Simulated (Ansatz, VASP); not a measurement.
# BaZrO3 in two plane-wave programs

Aim: how closely do two programs agree when they are given the same cell, functional and k mesh? The cell is taken from a series of runs on this material, whose earlier steps may have relaxed, scaled, displaced or heated it; both programs get it as it stands.

Program: Ansatz 0.2.0. Level of theory: plane waves, with VASP 6.6.1 beside it; zone-centre phonons at PBE. Results are calculated unless marked as measured.

### 1. Set-up

The structure is cubic, space group Pm-3m (No. 221). The conventional cell has a = 4.111 Å, b = 4.111 Å, c = 4.111 Å, α = 90.00°, β = 90.00°, γ = 90.00°. Nearest to O lie 2 Zr at 2.06 Å and 4 Ba at 2.91 Å. Zr has 6 O at 2.06 Å nearest. Nearest to Ba lie 12 O at 2.91 Å. Farther neighbours and most contacts between anions are not listed.

As a file:

```cif
data_structure
_symmetry_space_group_name_H-M 'P 1'
_symmetry_Int_Tables_number 1
_cell_length_a 4.1113
_cell_length_b 4.1113
_cell_length_c 4.1113
_cell_angle_alpha 90.000
_cell_angle_beta 90.000
_cell_angle_gamma 90.000
_cell_volume 69.49
loop_
_atom_site_label
_atom_site_type_symbol
_atom_site_fract_x
_atom_site_fract_y
_atom_site_fract_z
_atom_site_occupancy
O1 O 0.00000 0.50000 0.50000 1
O2 O 0.50000 0.00000 0.50000 1
O3 O 0.50000 0.50000 0.00000 1
Zr4 Zr 0.50000 0.50000 0.50000 1
Ba5 Ba 0.00000 0.00000 0.00000 1
```

### 2. Ansatz: zone-centre phonons, PBE

Ansatz runs on its PAW soft_1 files.

Second derivatives magnify differences that forces hide, and they need a tight electronic threshold.

The input, input.yaml:

```yaml
crystal:
  lattice:
    - [4.1113329678, 0.0, 0.0]
    - [0.0, 4.1113329678, 0.0]
    - [0.0, 0.0, 4.1113329678]
  atoms:
    - { symbol: O, position: [0.0, 0.5, 0.5] }
    - { symbol: O, position: [0.5, 0.0, 0.5] }
    - { symbol: O, position: [0.5, 0.5, 0.0] }
    - { symbol: Zr, position: [0.5, 0.5, 0.5] }
    - { symbol: Ba, position: [0.0, 0.0, 0.0] }
kpoints:
  mp_grid: { grid: [8, 8, 8] }
hamiltonian:
  xc: pbe
  pseudopotentials: { kind: paw, azcp: { folder: soft_1 } }
scf:
  occupations: { method: fixed }
output:
  eigenvalues: true
phonons:
  method: dfpt
  dielectric: true
  rigid_motions: translations
```

Launch:

```bash
> ansatz run input.yaml --threads 4 --pin off --max-ram 16384MiB --backend cpu --events-out ev --progress --plain --runs-dir out
```

Numbers of over 12 decimals in the logs are rounded to 6 here.

The program printed:

```text
Engine: ansatz 0.2.0, aarch64-unknown-linux-gnu
Pseudopotentials: kind: paw
Pseudopotential: O, paw, valence charge 6, recommended cutoff 420 eV (normal), soft_1/O.paw.azcp
Pseudopotential: Zr, paw, valence charge 12, recommended cutoff 420 eV (normal), soft_1/Zr.paw.azcp
Pseudopotential: Ba, paw, valence charge 10, recommended cutoff 420 eV (normal), soft_1/Ba.paw.azcp
Functional definition: PBE
  parameter kappa = 0.804
  parameter beta = 0.066725
  exchange = pbe_x(kappa = kappa, mu = beta*pi^2/3)
  correlation = pbe_c(beta = beta)
Crystal: 5 atoms, lattice volume = 69.494 Å³
Basis set: ecut = 420 eV, 1357 PW (Γ), exchange–correlation on 60×60×60 points (8 copies of the dense FFT grid, shifted against one another)
Bands: 25, of which v1, the nominal top of the filled ones, is band 20 counted from 1 (19 counted from 0)
Symmetry: 48 space group operations
k-points: 170 of 512 (irreducible under 2 space group operations, time reversal used)
Non-local potential: O, projectors of the file, l = 0: 2, l = 1: 2, l = 2: 1
Non-local potential: Zr, projectors of the file, l = 0: 3, l = 1: 2, l = 2: 2, l = 3: 1
Non-local potential: Ba, projectors of the file, l = 0: 3, l = 1: 2, l = 2: 2, l = 3: 2
PAW form: soft (Blöchl's): semilocal exchange-correlation on the pseudo side does not see the compensation charge
PAW one-centre angular grid: O, 110 points (default); XC on 64 Gauss nodes
PAW one-centre angular grid: Zr, 590 points (default); XC on 64 Gauss nodes
PAW one-centre angular grid: Ba, 194 points (default); XC on 64 Gauss nodes
Initial density: superposition of atomic densities (chi_scale 0.1, normalization cell, long waves kept (reshape's long-wave potential 0.00 eV rms))
Initial wavefunctions: pseudopotential atomic-orbital guess
Functional: x = pbe(κ = 0.804, μ = 0.219515), c = pbe(β = 0.066725)
SCF iter   1: F=—  HF=-11844.619091 eV  |F-HF|=—  |Δ(HF+E_count)|=         —  Δρ=4.78e-2  dr2=1.09e0  ethr=3.10e-3  ⟨swp⟩=4.9  Hψ=18312  notcnv=0  defer=377
preconditioner: auto → Resta (q_TF=auto, 2.488 Å⁻¹)  ε∞=3.8  [insulator: Δε(μ)=3.037 eV  Ē_g=16.365 eV  n_scr=18 (ndim 8)  ℏωp=27.5 eV  f_vac=0.000  ε∞_Penn≈3.8]
SCF iter   2: F=—  HF=-11844.591526 eV  |F-HF|=—  |Δ(HF+E_count)|=   2.76e-2  Δρ=2.39e-2  dr2=3.56e-1  ethr=2.73e-3  ⟨swp⟩=2.9  Hψ=8116  notcnv=0  defer=374
SCF iter   3: F=—  HF=-11844.644173 eV  |F-HF|=—  |Δ(HF+E_count)|=   5.26e-2  Δρ=1.65e-2  dr2=1.25e-1  ethr=8.89e-4  ⟨swp⟩=2.7  Hψ=7305  notcnv=0  defer=410
SCF iter   4: F=—  HF=-11844.626941 eV  |F-HF|=—  |Δ(HF+E_count)|=   1.72e-2  Δρ=2.45e-3  dr2=2.27e-3  ethr=3.13e-4  ⟨swp⟩=2.1  Hψ=6077  notcnv=0  defer=463
SCF iter   5: F=—  HF=-11844.630251 eV  |F-HF|=—  |Δ(HF+E_count)|=   3.31e-3  Δρ=3.00e-4  dr2=5.40e-5  ethr=5.67e-6  ⟨swp⟩=2.0  Hψ=6495  notcnv=0  defer=491
SCF iter   6: F=—  HF=-11844.630331 eV  |F-HF|=—  |Δ(HF+E_count)|=   7.97e-5  Δρ=7.46e-5  dr2=3.97e-6  ethr=1.35e-7  ⟨swp⟩=2.0  Hψ=7354  notcnv=0  defer=448
SCF iter   7: F=—  HF=-11844.630336 eV  |F-HF|=—  |Δ(HF+E_count)|=   4.84e-6  Δρ=1.61e-5  dr2=1.62e-7  ethr=9.94e-9  ⟨swp⟩=2.0  Hψ=6702  notcnv=0  defer=286
SCF iter   8: F=—  HF=-11844.630336 eV  |F-HF|=—  |Δ(HF+E_count)|=   1.41e-7  Δρ=3.63e-6  dr2=7.30e-9  ethr=4.05e-10  ⟨swp⟩=2.3  Hψ=7308  notcnv=0  defer=287
SCF iter   9: F=—  HF=-11844.630336 eV  |F-HF|=—  |Δ(HF+E_count)|=   4.06e-9  Δρ=5.14e-7  dr2=1.01e-10  ethr=1.00e-12  ⟨swp⟩=11.8  Hψ=32868  notcnv=0
SCF iter  10: F=-11844.630336 eV  HF=-11844.630336 eV  |F-HF|=5.46e-12  |Δ(HF+E_count)|=  8.91e-11  Δρ=5.21e-8  dr2=1.15e-12  ethr=1.00e-12  ⟨swp⟩=6.0  Hψ=19428  notcnv=0
SCF 1 converged in 10 iterations: F = -11844.630336 eV  dr2 = 1.15e-12
  greatest PAW one-centre occupation: 0.998 electrons in one spin orbital (limit 2), on the Zr atom at site 3 (counted from 0), in its partial waves of l = 0
DFPT response loops at Γ: preconditioner auto → none (the input reference at scf.mixing.eps_inf says where Resta's filter doesn't serve); β = 0.50; Broyden in place of MSR1
SCF converged after 10 iterations
Free energy (F): -11844.630336 eV
Harris-Foulkes:  -11844.630336 eV  (|F-HF|=5.46e-12)
Internal energy: -11844.630336 eV  (E = F + TS)
E sigma→0 (E₀):  -11844.630336 eV
Fermi energy:    10.588249 eV
--- Per-component energies (eV) ---
  E_band       = -57.814878
  E_kinetic    = 993.235555
  E_local      = -1872.150598  (includes V_loc(G=0)·N_el)
  E_nonlocal   = 322.957591
  E_hartree    = 678.812887
  E_xc         = -573.919097
  E_vxc        = -593.234183  (∫ρ·V_xc dr)
  E_paw        = -8647.370777  (= ΣΔE_a)
  E_vpaw       = -266.251350  (= ΣTr[D̂ρ^β])
  E_aug_tail   = 0.002317  (compensation charges beyond the density's cutoff)
  E_ewald      = -2746.198213
  E_smearing   = -0.000000  (= −TS)
  E_closure    = 0.000000  (closes the sum)
  Σ components = -11844.630336   (vs F -11844.630336, Δ=0.00e0)
--- Band table (eV; the first three rows and the last of 170) ---
  k-point 0: bands = [... 16 lower, 9.5029, 10.4797, 10.4797, 10.4797, 13.9658, 13.9658, 13.9658, 15.4232, ... 1 higher]
  k-point 1: bands = [... 16 lower, 9.3840, 10.0196, 10.4286, 10.4286, 14.0176, 14.3496, 14.3496, 15.6861, ... 1 higher]
  k-point 2: bands = [... 16 lower, 9.1236, 9.3223, 10.3452, 10.3452, 14.1526, 15.2576, 15.2576, 16.3308, ... 1 higher]
  k-point 169: bands = [... 16 lower, 8.0874, 10.5882, 10.5882, 10.5882, 16.9038, 16.9038, 16.9038, 18.0982, ... 1 higher]
--- Phonons (Γ-DFPT): 4 representative perturbations + reference, on 170 of 512 k-points (Σ response iterations 12) ---
  k mesh reduced under 2 symmetry operations, with k and −k counted as one. Each operation leaves every solved perturbation unchanged. A smaller set is not considered because the run solves the response to a homogeneous field
  ASR residual: 4.561e-4 → 0.000e0 eV/Å²; symmetrization residual: 4.192e-6 eV/Å²
  ASR residual per site (eV/Å²): 1.65e-4 1.65e-4 1.65e-4 4.56e-4 1.27e-5
  Γ frequencies (cm⁻¹): 0.00 0.00 0.00 121.03 121.03 121.03 166.36 166.36 166.36 187.67 187.67 187.67 579.37 579.37 579.37
  ε∞ (high-frequency dielectric tensor):
        4.866691     0.000000     0.000000
        0.000000     4.866691     0.000000
        0.000000     0.000000     4.866691
  ε⁰ (static dielectric tensor: ions relaxed, cell fixed):
       49.939997     0.000000    -0.000000
        0.000000    49.939997    -0.000000
       -0.000000    -0.000000    49.939997
  ε⁰ − ε∞ (ionic part):
       45.073306     0.000000    -0.000000
        0.000000    45.073306    -0.000000
       -0.000000    -0.000000    45.073306
  softest optical mode at Γ: 121.03 cm⁻¹; the repairs (sum rule, projections) moved no ω² at Γ by more than (1.97 cm⁻¹)²
  Born effective charges Z* (e; rows j = field, columns β = displacement):
    site 0:
        -4.80641    0.00000    0.00000
        -0.00000   -2.04709    0.00000
         0.00000    0.00000   -2.04709
    site 1:
        -2.04709    0.00000    0.00000
        -0.00000   -4.80641   -0.00000
         0.00000    0.00000   -2.04709
    site 2:
        -2.04709   -0.00000   -0.00000
         0.00000   -2.04709    0.00000
         0.00000    0.00000   -4.80641
    site 3:
         6.11665   -0.00000    0.00000
         0.00000    6.11665    0.00000
         0.00000    0.00000    6.11665
    site 4:
         2.78393   -0.00000    0.00000
        -0.00000    2.78393    0.00000
         0.00000    0.00000    2.78393
  Z* charge neutrality: 2.841e-6 e pre-enforcement
  k-mesh period / interband length: 32.9 Å / 1.53 Å = 21.44 at k = (0.0000, 0.0000, 0.0000), direct gap 3.486 eV — 14 or more, which is no proof of convergence
  optical modes at Γ without the LO–TO term, one row a degenerate level:
      ω (cm⁻¹)  modes    IR ((D/Å)²/amu)
[...]
optical modes at Γ + LO–TO along q̂ = [1.0000, 0.0000, 0.0000]:
      ω (cm⁻¹)  modes    IR ((D/Å)²/amu)
[...]
optical modes at Γ + LO–TO along q̂ = [0.0000, 1.0000, 0.0000]:
      ω (cm⁻¹)  modes    IR ((D/Å)²/amu)
[...]
763.13      1            48.4956
  optical modes at Γ + LO–TO along q̂ = [0.0000, 0.0000, 1.0000]:
      ω (cm⁻¹)  modes    IR ((D/Å)²/amu)
        121.03      2            26.2049
        150.52      1             0.0796
        166.36      3             0.0000
        187.67      2            35.0903
        367.01      1             7.5874
        579.37      2            51.0301
        763.13      1            48.4956
```

The column dr2 measures how far the density is from self-consistency, as an energy; F and HF (Harris–Foulkes) agree once it is small.

(Continued in part 2 of 3.)

[Lines on the potential files, build, host, timing and source positions are cut from VASP's logs without a mark.]

[Logs are printed without paths, hosts, clocks, repeated set-up lines and the standing remarks that a program may print on its own settings, such as how far it seeks lower states.]

[Hosts, paths, dates, database ids (printed as entryN), source tags and the programs' standing remarks are cut or masked in the printed files.]
